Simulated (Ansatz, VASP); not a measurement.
## NbTe in VASP and in Ansatz

```xyz
2
Lattice="3.6529 0.0000 0.0000 -1.8265 3.1635 0.0000 0.0000 0.0000 3.6443" Properties=species:S:1:pos:R:3 pbc="T T T"
Te    1.8265    1.0545    0.0000
Nb    0.0000    0.0000    1.8221
```

The cell comes from a database or a generator and needn't be the stable form of this composition.

Alike in both runs: task single point; functional LDA; k mesh 8 × 8 × 7; occupations fermi-dirac, width 0.05 eV; no spin polarisation.

|  | VASP | Ansatz |
| --- | --- | --- |
| version | VASP 6.6.1 | Ansatz 0.2.0 |
| potentials or method | VASP PAW LDA potentials, release 64 (Te, Nb_sv) | Ansatz PAW |
| plane-wave cutoff (eV) | 520 | 420 |
| valence electrons in the cell | 19 | 29 |

Ansatz gave:

- gap on the k mesh at the Fermi level (eV): none
- pressure (GPa): -2.7
- largest component of the traceless stress (GPa): 0.47

Which values does VASP return?

gap on the k mesh at the Fermi level (eV): none; pressure (GPa): -2.7; largest component of the traceless stress (GPa): 0.44.

A gap of «none» marks a metal or a gap that the smearing closes. The two sets of potentials don't hold the same shells in valence.

Caveats: the PAW data sets come from PBE, with cores solved anew for the run's functional, which leaves a small shift of forces and pressure (Ansatz). The runs have no spin-orbit coupling, so splittings on Te are missing.
